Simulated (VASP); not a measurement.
Level of theory: MS2 meta-GGA, VASP's PBE PAW potentials (set 64) (plane waves; VASP).

VASP input:

INCAR:
```
SYSTEM = SnO2
ALGO = Normal   # blocked Davidson
LORBIT = 11   # lm-projected
METAGGA = MS2
EDIFF = 1E-7   # SCF stop (eV)
LWAVE = F
LREAL = F
LMAXMIX = 4   # l cut-off of mixed one-centre charges
NELM = 100   # most electronic steps
LMIXTAU = T
LASPH = T
PREC = Accurate
ISMEAR = -5   # tetrahedra, Bloechl
ISIF = 2
NEDOS = 601
LEFG = T
LCHARG = F
ENCUT = 520   # plane-wave cut-off (eV)
```

**KPOINTS**
```
kpoints
0
G
5 5 8
```

File POSCAR:
```
SnO2
1
    4.7646370824     0.0000000000     0.0000000000
    0.0000000000     4.7646370824     0.0000000000
    0.0000000000     0.0000000000     3.2049528995
Sn O
2 4
Direct
  0.0000000000   0.0000000000   1.0000000000
  0.5000000000   0.5000000000   0.5000000000
  0.3058358913   0.3058358913   0.0000000000
  0.8058358913   0.1941641087   0.5000000000
  0.1941641087   0.8058358913   0.5000000000
  0.6941641087   0.6941641087   1.0000000000
```

**KPOINTS_OPT**
```
k-points along high-symmetry lines
6
Line-mode
Reciprocal
  0.000000   0.000000   0.000000 ! GAMMA
  0.000000   0.500000   0.000000 ! X

  0.000000   0.500000   0.000000 ! X
  0.500000   0.500000   0.000000 ! M

  0.500000   0.500000   0.000000 ! M
  0.000000   0.000000   0.000000 ! GAMMA

  0.000000   0.000000   0.000000 ! GAMMA
  0.000000   0.000000   0.500000 ! Z

  0.000000   0.000000   0.500000 ! Z
  0.000000   0.500000   0.500000 ! R

  0.000000   0.500000   0.500000 ! R
  0.500000   0.500000   0.500000 ! A

  0.500000   0.500000   0.500000 ! A
  0.000000   0.000000   0.500000 ! Z

  0.000000   0.500000   0.000000 ! X
  0.000000   0.500000   0.500000 ! R

  0.500000   0.500000   0.000000 ! M
  0.500000   0.500000   0.500000 ! A
```

POTCAR, in this order: Sn_d O (PBE.64 set). Program: vasp_std.

Output

### OUTCAR
```
 ion  position               nearest neighbor table
   1  0.000  0.000  0.000-   3 2.06   6 2.06   5 2.07   4 2.07   4 2.07   5 2.07   2 3.73   2 3.73
                             2 3.73   2 3.73   2 3.73   2 3.73   2 3.73   2 3.73
   2  0.500  0.500  0.500-   4 2.06   5 2.06   3 2.07   6 2.07   3 2.07   6 2.07   1 3.73   1 3.73
                             1 3.73   1 3.73   1 3.73   1 3.73   1 3.73   1 3.73
   3  0.306  0.306  0.000-   1 2.06   2 2.07   2 2.07
   4  0.806  0.194  0.500-   2 2.06   1 2.07   1 2.07
   5  0.194  0.806  0.500-   2 2.06   1 2.07   1 2.07
   6  0.694  0.694  0.000-   1 2.06   2 2.07   2 2.07
  LATTYP: Found a simple tetragonal cell.
 ALAT       =     4.7646370824
 C/A-ratio  =     0.6726541485
 Subroutine PRICEL returns:
 Original cell was already a primitive cell.
 Subroutine GETGRP returns: Found 16 space group operations
The static configuration has the point symmetry D_2h.
 The point group associated with its full space group is D_4h.
The dynamic configuration has the point symmetry D_2h.
 Subroutine INISYM returns: Found 16 space group operations
 Subroutine IBZKPT returns following result:
 Found     30 irreducible k-points:

 Following reciprocal coordinates:
            Coordinates               Weight
  0.000000  0.000000  0.000000      1.000000
...
```

### OSZICAR
```
       N       E                     dE             d eps       ncg     rms          rms(c)
DAV:   1     0.580422931263E+03    0.58042E+03   -0.24401E+04  1953   0.238E+03
DAV:   2     0.749434933215E+01   -0.57293E+03   -0.55307E+03  2098   0.618E+02
DAV:   3    -0.807995026035E+02   -0.88294E+02   -0.87378E+02  2077   0.218E+02
DAV:   4    -0.851274981061E+02   -0.43280E+01   -0.42986E+01  2247   0.514E+01
DAV:   5    -0.852672448290E+02   -0.13975E+00   -0.13967E+00  2362   0.965E+00    0.161E+01
DAV:   6    -0.424691728275E+02    0.42798E+02   -0.29427E+01  2792   0.109E+02    0.763E+00
DAV:   7    -0.425702826551E+02   -0.10111E+00   -0.10015E+01  2134   0.293E+01    0.417E+00
DAV:   8    -0.448746526198E+02   -0.23044E+01   -0.45065E+00  1860   0.183E+01    0.224E+00
DAV:   9    -0.406207159340E+02    0.42539E+01   -0.30852E+00  1860   0.150E+01    0.577E-01
DAV:  10    -0.402038936447E+02    0.41682E+00   -0.50622E-01  2175   0.597E+00    0.319E-01
DAV:  11    -0.401939137461E+02    0.99799E-02   -0.43666E-03  2601   0.652E-01    0.219E-01
DAV:  12    -0.401259205283E+02    0.67993E-01   -0.86932E-02  1923   0.269E+00    0.133E-01
DAV:  13    -0.401950162650E+02   -0.69096E-01   -0.44361E-02  1895   0.189E+00    0.625E-02
DAV:  14    -0.401952945904E+02   -0.27833E-03   -0.87260E-04  2254   0.309E-01    0.473E-02
DAV:  15    -0.401954404720E+02   -0.14588E-03   -0.74782E-05  2598   0.856E-02    0.317E-02
DAV:  16    -0.401955404353E+02   -0.99963E-04   -0.11600E-04  2747   0.122E-01    0.208E-02
DAV:  17    -0.401955218143E+02    0.18621E-04   -0.16023E-05  2516   0.400E-02    0.145E-02
DAV:  18    -0.401955328611E+02   -0.11047E-04   -0.30082E-05  2098   0.456E-02    0.365E-03
DAV:  19    -0.401955372396E+02   -0.43785E-05   -0.15677E-06  2792   0.173E-02    0.447E-03
DAV:  20    -0.401955367318E+02    0.50779E-06   -0.20610E-06  2026   0.121E-02    0.143E-03
DAV:  21    -0.401955362778E+02    0.45408E-06   -0.24241E-07  1558   0.457E-03    0.102E-03
DAV:  22    -0.401955366284E+02   -0.35065E-06   -0.27941E-08  1301   0.221E-03    0.762E-04
DAV:  23    -0.401955380158E+02   -0.13874E-05   -0.22460E-08  1210   0.207E-03    0.317E-04
DAV:  24    -0.401955382368E+02   -0.22101E-06   -0.70687E-09  1189   0.111E-03    0.253E-04
DAV:  25    -0.401955389438E+02   -0.70703E-06   -0.50802E-09  1140   0.758E-04    0.102E-04
DAV:  26    -0.401955393677E+02   -0.42384E-06   -0.15748E-09  1168   0.649E-04    0.639E-05
DAV:  27    -0.401955391898E+02    0.17786E-06   -0.60689E-10  1126   0.352E-04    0.143E-05
DAV:  28    -0.401955392369E+02   -0.47071E-07   -0.25657E-10  1119   0.190E-04
   1 F= -.40195539E+02 E0= -.40195539E+02  d E =0.000000E+00
       N       E                     dE             ncg
       N       E                     dE             ncg
```

### OUTCAR
```
------------------------ aborting loop because EDIFF is reached ----------------------------------------
  FORCE on cell =-STRESS in cart. coord.  units (eV):
  Direction    XX          YY          ZZ          XY          YZ          ZX
  --------------------------------------------------------------------------------------
  Total        0.0513877      0.0513877     -0.0464910      0.0000000      0.0000000      0.0000000
  in kB        1.1315873      1.1315873     -1.0237610      0.0000000      0.0000000      0.0000000
  external PRESSURE =       0.4131379 kB  Pullay stress =       0.0000000 kB
  volume of cell :       72.76
      direct lattice vectors                 reciprocal lattice vectors
     4.764637082  0.000000000  0.000000000     0.209879574  0.000000000  0.000000000
     0.000000000  4.764637082  0.000000000     0.000000000  0.209879574  0.000000000
     0.000000000  0.000000000  3.204952899     0.000000000  0.000000000  0.312017066
 POSITION                                       TOTAL-FORCE (eV/Angst)
 -----------------------------------------------------------------------------------
      0.00000      0.00000      0.00000         0.000000      0.000000     -0.000000
      2.38232      2.38232      1.60248         0.000000      0.000000     -0.000000
      1.45720      1.45720      0.00000        -0.000398     -0.000398      0.000000
      3.83952      0.92512      1.60248        -0.000398      0.000398     -0.000000
      0.92512      3.83952      1.60248         0.000398     -0.000398     -0.000000
      3.30744      3.30744      0.00000         0.000398      0.000398     -0.000000
 -----------------------------------------------------------------------------------
    total drift:                                0.000000      0.000000      0.000000
  FREE ENERGIE OF THE ION-ELECTRON SYSTEM (eV)
  ---------------------------------------------------
  free  energy   TOTEN  =       -40.1955392369 eV

  energy  without entropy=      -40.1955392369  energy(sigma->0) =      -40.19553924

 total charge

# of ion       s       p       d       tot
------------------------------------------
    1        0.899   1.165  10.386  12.451
    2        0.899   1.165  10.386  12.451
    3        1.587   3.521   0.000   5.108
    4        1.587   3.521   0.000   5.108
    5        1.587   3.521   0.000   5.108
    6        1.587   3.521   0.000   5.108
--------------------------------------------------
tot          8.146  16.416  20.772  45.334

 Electric field gradients after diagonalization (V/A^2)
 (convention: |V_zz| > |V_xx| > |V_yy|)
----------------------------------------------------------------------
 ion       V_xx      V_yy      V_zz     asymmetry (V_yy - V_xx)/ V_zz
----------------------------------------------------------------------
   1     -49.675    -3.334    53.009       0.874
   2     -49.675    -3.334    53.009       0.874
   3      59.617    47.157  -106.774       0.117
   4      59.617    47.157  -106.774       0.117
   5      59.617    47.157  -106.774       0.117
   6      59.617    47.157  -106.774       0.117
```
(Selected blocks of OUTCAR.)

The compound is SnO2 in the rutile structure. It was relaxed first.
